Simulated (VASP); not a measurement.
```
CELL_PARAMETERS angstrom
     10.93707     0.00000     0.00000
      0.00000    10.93707     0.00000
      0.00000     0.00000    10.93707
ATOMIC_POSITIONS crystal
  Si 0.50003 0.00026 0.00043
  Si 0.62378 0.12710 0.12713
  Si 0.74886 0.25101 0.00115
  Si 0.87271 0.37623 0.12711
  Si 0.74885 0.00120 0.25103
  Si 0.87250 0.12726 0.37621
  Si 0.99979 0.99987 0.00012
  Si 0.12434 0.12568 0.12559
  Si 0.25011 0.25031 0.00043
  Si 0.37594 0.37474 0.12676
  Si 0.50010 0.49977 0.00081
  Si 0.62503 0.62411 0.12655
  Si 0.74934 0.74983 0.00041
  Si 0.87395 0.87543 0.12568
  Si 0.24996 0.00048 0.25029
  Si 0.37578 0.12661 0.37475
  Si 0.50142 0.25362 0.25370
  Si 0.74627 0.49873 0.25357
  Si 0.87338 0.62404 0.37482
  Si 0.50015 0.00070 0.49971
  Si 0.62504 0.12656 0.62422
  Si 0.74580 0.25381 0.49846
  Si 0.87320 0.37472 0.62395
  Si 0.74949 0.00041 0.74983
  Si 0.87411 0.12562 0.87556
  Si 0.99967 0.49989 0.00035
  Si 0.12444 0.62507 0.12514
  Si 0.25023 0.74977 0.99987
  Si 0.37499 0.87537 0.12520
  Si 0.99863 0.25092 0.25097
  Si 0.12485 0.37520 0.37525
  Si 0.24957 0.50020 0.24994
  Si 0.37668 0.62317 0.37276
  Si 0.49970 0.75021 0.24994
  Si 0.62477 0.87495 0.37523
  Si 0.99958 0.00027 0.49970
  Si 0.12428 0.12501 0.62488
  Si 0.24957 0.24982 0.50030
  Si 0.37672 0.37281 0.62310
  Si 0.62714 0.62322 0.62321
  Si 0.75011 0.75016 0.50029
  Si 0.87486 0.87559 0.62483
  Si 0.25002 0.99994 0.74981
  Si 0.37507 0.12506 0.87541
  Si 0.49964 0.25001 0.75036
  Si 0.62469 0.37533 0.87499
  Si 0.75005 0.50030 0.75023
  Si 0.87477 0.62493 0.87560
  Si 0.99928 0.74997 0.25041
  Si 0.12549 0.87447 0.37515
  Si 0.99930 0.49984 0.49989
  Si 0.12564 0.62455 0.62466
  Si 0.25140 0.74865 0.49935
  Si 0.37560 0.87451 0.62451
  Si 0.99939 0.25033 0.74987
  Si 0.12543 0.37519 0.87453
  Si 0.25143 0.49927 0.74866
  Si 0.37550 0.62446 0.87443
  Si 0.50070 0.74855 0.74858
  Si 0.62461 0.87458 0.87448
  Si 0.99993 0.74982 0.74983
  Si 0.12512 0.87469 0.87477
  Ge 0.51575 0.48423 0.48413
```
Cell charge -1.

All values below come from HSE06 screened hybrid, VASP's PBE PAW potentials (set 64) (plane waves; VASP). Settings: PREC = Normal, LREAL = Auto, ISYM = 0, NELECT = 253.0, EDIFF = 1E-5, 400 eV cut-off, 1×1×1 Γ-centred mesh, Gaussian smearing of 0.050 eV, potentials Si Ge. Starting moments (MAGMOM): 63*0.0476. The cell's moment is fixed (NUPDOWN = 3).

The cell is charged, with a uniform compensating background. The supercell is sampled at Γ alone, which is coarse: total energies, pressure and levels can be off, energies of defects by several tenths of an eV.

Problem. Predict the cell moment, energy per atom (σ→0), largest force.

Solution. 
| Property | Value |
|---|---|
| cell moment | 3.00 μB |
| energy per atom (σ→0) | -6.038 eV/atom |
| largest force | 0.01342 Ry/bohr |

Problem. Give the moment on each site (PAW-sphere projection).

Solution. 
```json
[
 {"site": "Si1", "moment (μB)": "0.02"},
 {"site": "Si2", "moment (μB)": "0.01"},
 {"site": "Si3", "moment (μB)": "0.00"},
 {"site": "Si4", "moment (μB)": "0.01"},
 {"site": "Si5", "moment (μB)": "0.00"},
 {"site": "Si6", "moment (μB)": "0.01"},
 {"site": "Si7", "moment (μB)": "0.00"},
 {"site": "Si8", "moment (μB)": "0.00"},
 {"site": "Si9", "moment (μB)": "0.02"},
 {"site": "Si10", "moment (μB)": "0.01"},
 {"site": "Si11", "moment (μB)": "0.00"},
 {"site": "Si12", "moment (μB)": "0.01"},
 {"site": "Si13", "moment (μB)": "0.02"},
 {"site": "Si14", "moment (μB)": "0.00"},
 {"site": "Si15", "moment (μB)": "0.02"},
 {"site": "Si16", "moment (μB)": "0.01"},
 {"site": "Si17", "moment (μB)": "0.21"},
 {"site": "Si18", "moment (μB)": "0.21"},
 {"site": "Si19", "moment (μB)": "0.01"},
 {"site": "Si20", "moment (μB)": "0.00"},
 {"site": "Si21", "moment (μB)": "0.01"},
 {"site": "Si22", "moment (μB)": "0.21"},
 {"site": "Si23", "moment (μB)": "0.01"},
 {"site": "Si24", "moment (μB)": "0.02"},
 {"site": "Si25", "moment (μB)": "0.00"},
 {"site": "Si26", "moment (μB)": "0.02"},
 {"site": "Si27", "moment (μB)": "0.00"},
 {"site": "Si28", "moment (μB)": "0.00"},
 {"site": "Si29", "moment (μB)": "0.00"},
 {"site": "Si30", "moment (μB)": "0.00"},
 {"site": "Si31", "moment (μB)": "0.00"},
 {"site": "Si32", "moment (μB)": "0.00"},
 {"site": "Si33", "moment (μB)": "0.03"},
 {"site": "Si34", "moment (μB)": "0.00"},
 {"site": "Si35", "moment (μB)": "0.00"},
 {"site": "Si36", "moment (μB)": "0.02"},
 {"site": "Si37", "moment (μB)": "0.00"},
 {"site": "Si38", "moment (μB)": "0.00"},
 {"site": "Si39", "moment (μB)": "0.03"},
 {"site": "Si40", "moment (μB)": "0.03"},
 {"site": "Si41", "moment (μB)": "0.00"},
 {"site": "Si42", "moment (μB)": "0.00"},
 {"site": "Si43", "moment (μB)": "0.00"},
 {"site": "Si44", "moment (μB)": "0.00"},
 {"site": "Si45", "moment (μB)": "0.00"},
 {"site": "Si46", "moment (μB)": "0.00"},
 {"site": "Si47", "moment (μB)": "0.00"},
 {"site": "Si48", "moment (μB)": "0.00"},
 {"site": "Si49", "moment (μB)": "0.02"},
 {"site": "Si50", "moment (μB)": "0.02"},
 {"site": "Si51", "moment (μB)": "0.00"},
 {"site": "Si52", "moment (μB)": "0.00"},
 {"site": "Si53", "moment (μB)": "0.01"},
 {"site": "Si54", "moment (μB)": "0.00"},
 {"site": "Si55", "moment (μB)": "0.02"},
 {"site": "Si56", "moment (μB)": "0.02"},
 {"site": "Si57", "moment (μB)": "0.01"},
 {"site": "Si58", "moment (μB)": "0.00"},
 {"site": "Si59", "moment (μB)": "0.01"},
 {"site": "Si60", "moment (μB)": "0.02"},
 {"site": "Si61", "moment (μB)": "0.00"},
 {"site": "Si62", "moment (μB)": "0.00"},
 {"site": "Ge63", "moment (μB)": "0.20"}
]
```

The cell is a supercell with a defect, built from Si (diamond): Ge_Si-vac_Si, charge -1. The cell's shape comes from a PBE relaxation.
